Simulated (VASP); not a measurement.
A convergence study with VASP on CaO (rock salt): one setting is varied, all else stays as given below, so the limit is that of these other settings. ε∞ is the independent-particle value.

```
CaO
1.0
    0.00000     2.40500     2.40500
    2.40500     0.00000     2.40500
    2.40500     2.40500     0.00000
Ca O
1 1
Direct
  0.00000   0.00000   0.00000
  0.50000   0.50000   0.50000
```

Level of theory: PBEsol GGA, VASP's PBE PAW potentials (set 64) (plane waves; VASP). The tightest run used: 700 eV cut-off, 8×8×8 Γ-centred mesh, Gaussian smearing of 0.050 eV, potentials Ca_sv O.

### Question
The settings run are NBANDS = 9; NBANDS = 10; NBANDS = 12; NBANDS = 16; NBANDS = 24; NBANDS = 40; NBANDS = 72; NBANDS = 136. From which on does the mean ε∞ stay within 0.3  of the tightest run?

### Answer
From NBANDS = 16 on: it is off by 0.19 there and by no more than 0.3 in any finer run, while NBANDS = 12 is off by 0.83.
```
setting       mean ε∞  bands  difference judged ()
------------  -------  -----  --------------------
NBANDS = 9       1.96      9                  2.04
NBANDS = 10      2.59     10                  1.41
NBANDS = 12      3.18     12                  0.83
NBANDS = 16      3.81     16                  0.19
NBANDS = 24      3.96     24                  0.04
NBANDS = 40      3.99     40                  0.01
NBANDS = 72      4.00     72                  0.00
NBANDS = 136     4.00    136                  0.00
```

Left out are rungs that failed or repeat a setting and relaxations that didn't move; long series are thinned to 24 rows.

The compound is CaO in the rock salt structure. The cell was not relaxed at this level.
